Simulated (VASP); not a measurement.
A convergence study with VASP on Lu (space group no. 194 when undisturbed): a few settings are varied, all else stays as given below, so the limit is that of these other settings. One atom is moved off its site, so that forces are finite.

```yaml
crystal:
  lattice:
    - [1.74125, -3.01593, 0.00000]
    - [1.74125, 3.01593, 0.00000]
    - [0.00000, 0.00000, 5.52225]
  atoms:
    - { symbol: Lu, position: [0.33333, 0.66667, 0.25905] }
    - { symbol: Lu, position: [0.66667, 0.33333, 0.75000] }
```

Method: PBE GGA, VASP's PBE PAW potentials (set 64) (plane waves; VASP). The last row used: 300 eV cut-off, 18×18×10 Γ-centred mesh, Gaussian smearing of 0.010 eV, potentials Lu_3.

```tsv
setting	E (eV/atom)	pressure (GPa)	largest force (eV/Å)	irreducible k-points
SIGMA = 1.0	-4.4873	2.09	0.193	330
SIGMA = 0.5	-4.4576	1.19	0.204	330
SIGMA = 0.3	-4.4494	0.92	0.215	330
SIGMA = 0.2	-4.4479	0.81	0.219	330
SIGMA = 0.1	-4.4475	0.71	0.222	330
SIGMA = 0.05	-4.4473	0.67	0.224	330
SIGMA = 0.02	-4.4473	0.65	0.224	330
SIGMA = 0.01	-4.4473	0.65	0.223	330
```

Left out are rungs that failed or repeat a setting and relaxations that didn't move; long series are thinned to 24 rows.

The structure is a typed Lu crystal (space group no. 194). The cell was not relaxed at this level, it is distorted from the ideal structure.
